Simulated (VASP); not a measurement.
Calculation: MS2 meta-GGA, VASP's PBE PAW potentials (set 64) (plane waves; VASP).

Input for VASP

**KPOINTS**
```
kpoints
0
G
  5 5 7
0 0 0
```

POSCAR:
```
MgH2
1
    4.3765875258     0.0000000000     0.0000000000
    0.0000000000     4.3765875258     0.0000000000
    0.0000000000     0.0000000000     2.9203519765
Mg H
2 4
Direct
  0.0000000000   0.0000000000   0.0000000000
  0.5000000000   0.5000000000   0.5000000000
  0.3043827098   0.3043827098   0.0000000000
  0.8043827098   0.1956172902   0.5000000000
  0.1956172902   0.8043827098   0.5000000000
  0.6956172902   0.6956172902   0.0000000000
```

**INCAR**
```
SYSTEM = MgH2
PREC = Accurate
ENCUT = 520
EDIFF = 1E-7
NELM = 100
ALGO = Normal
LREAL = .FALSE.
LASPH = .TRUE.
ISMEAR = 0
SIGMA = 0.05
METAGGA = MS2
LMIXTAU = .TRUE.
LWAVE = .FALSE.
LCHARG = .FALSE.
ISIF = 4
IBRION = 2
NSW = 30
EDIFFG = -0.01
```

POTCAR, in this order: Mg H (PBE.64 set). Program: vasp_std.

Question: What does the run give for the energy per atom (σ→0)?

Answer: 
| Property | Result |
|---|---|
| energy per atom (σ→0) | -4393 meV/atom |

### OSZICAR
```
...
DAV:   1    -0.263570424622E+02   -0.93412E-04   -0.84835E-03   400   0.978E-01    0.237E-02
DAV:   2    -0.263570551653E+02   -0.12703E-04   -0.15150E-04   384   0.170E-01    0.149E-02
DAV:   3    -0.263572179716E+02   -0.16281E-03   -0.21716E-04   384   0.213E-01    0.310E-03
DAV:   4    -0.263570024600E+02    0.21551E-03   -0.99346E-05   384   0.134E-01    0.115E-03
DAV:   5    -0.263570171663E+02   -0.14706E-04   -0.14274E-05   400   0.413E-02    0.161E-03
DAV:   6    -0.263569984939E+02    0.18672E-04   -0.71569E-06   392   0.291E-02    0.204E-04
DAV:   7    -0.263569985364E+02   -0.42528E-07   -0.81884E-08   512   0.337E-03
   6 F= -.26356999E+02 E0= -.26356999E+02  d E =-.151902E-03
```

The compound is MgH2 in the rutile structure. This cell is one point of a volume scan, at 0.94 of the reference volume. Symmetry was kept, so distortions that lower it aren't found.
